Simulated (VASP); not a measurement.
Here is the system:

```xyz
6
Lattice="1.7069 -2.9564 0.0000 1.7069 2.9564 0.0000 0.0000 0.0000 13.1536" Properties=species:S:1:pos:R:3 pbc="T T T"
Te     1.7069     0.9855    11.6952
Te     1.7069    -0.9855     5.1184
Te     1.7069    -0.9855     1.4583
Te     1.7069     0.9855     8.0351
Mo     1.7069     0.9855     3.2884
Mo     1.7069    -0.9855     9.8652
```

These are PBE GGA, VASP's PBE PAW potentials (set 64) (plane waves; VASP) values and carry that method's errors. Run with 500 eV cut-off, 8×8×2 Γ-centred mesh, Gaussian smearing of 0.050 eV, potentials Te Mo_sv.

Energy and stress use the plane-wave basis of the starting cell. Without a dispersion term in the relaxation, distances and binding between the weakly bound layers, chains or molecules are unreliable, and so is what depends on them.

Question: The ions, cell shape and volume at an external pressure of 20.0 GPa are relaxed. Predict the relaxed structure.

Answer: 
```xyz
6
Lattice="1.6600 -2.8752 0.0000 1.6600 2.8752 0.0000 0.0000 0.0000 12.7479" Properties=species:S:1:pos:R:3 pbc="T T T"
Te     1.6600     0.9584    11.3988
Te     1.6600    -0.9584     5.0248
Te     1.6600    -0.9584     1.3491
Te     1.6600     0.9584     7.7231
Mo     1.6600     0.9584     3.1870
Mo     1.6600    -0.9584     9.5609
```
Space group P6_3/mmc (194), at a tolerance of 0.03 Å.

Question: How do energy and volume change from the first to the last step?

Answer: The energy (σ→0) changes by +170.4 meV/atom and the volume by -8.3 %, in 12 ionic steps.

| step | E(σ→0) (eV) | max force (eV/Å) | pressure (GPa) | volume (Å³) |
|---|---|---|---|---|
| 1 | -35.4038 | 0.018 | 10.04 | 132.75 |
| 2 | -30.9038 | 3.795 | 55.34 | 108.03 |
| 3 | -34.7361 | 0.809 | 19.44 | 125.37 |
| 4 | -34.6973 | 0.850 | 19.86 | 125.06 |
| 5 | -34.5157 | 0.275 | 19.98 | 122.92 |
| 6 | -34.4490 | 0.129 | 20.03 | 122.35 |
| 7 | -34.4399 | 0.067 | 19.89 | 122.18 |
| 8 | -34.4200 | 0.004 | 19.70 | 121.99 |
| 9 | -34.4214 | 0.007 | 19.71 | 122.00 |
| 10 | -34.3306 | 0.073 | 20.65 | 121.28 |
| 11 | -34.3918 | 0.029 | 20.04 | 121.77 |
| 12 | -34.3816 | 0.000 | 20.00 | 121.68 |

The compound is MoTe2 in the 2H layered structure. This run relaxes it under an external pressure of 20 GPa. Symmetry was kept, so distortions that lower it aren't found.
